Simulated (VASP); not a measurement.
A run of VASP 6.6.1:

INCAR

```
SYSTEM = SrAl
  ALGO = Fast
  DIPOL = 0.5 0.5 0.293
  EDIFF = 1E-6
  ENCUT = 520
  GGA = PE
  IDIPOL = 3
  ISIF = 2
  ISMEAR = 0
  LASPH = .True.
  LCHARG = .False.
  LDIPOL = .True.
  LREAL = .False.
  LWAVE = .False.
  NBANDS = 14
  NELM = 100
  PREC = Accurate
  SIGMA = 0.1
```

The input KPOINTS:

```
k-points
0
Gamma
  18 18 1
  0 0 0
```

Contents of POSCAR:

```
SrAl
1.0
    3.6732037059      0.0000003165      0.0000000000
   -1.8366021270      3.1810875643      0.0000000000
    0.0000000000      0.0000000000     28.9947423600
Sr Al
1 1
Direct
    0.0000000000      0.0000000000      0.2374300907
    0.0000000000      0.0000000000      0.3488831033
```

Potentials or basis: VASP PAW PBE potentials, release 64 (Sr_sv, Al).

Launch:

```sh
$ cat potpaw_PBE.64/Sr_sv/POTCAR potpaw_PBE.64/Al/POTCAR > POTCAR
$ mpirun -np 1 vasp_std > vasp.out
```

Hardware: 1 thread of Intel(R) Xeon(R) 6975P-C (Granite Rapids), with other jobs on the host.

Q: How long does it take, and how much memory?

A: Wall time 3.1 min on 1 thread of Intel(R) Xeon(R) 6975P-C (Granite Rapids), with other jobs on the host, peak memory 0.53 GiB. Counts: scf iterations 23, k points 37.
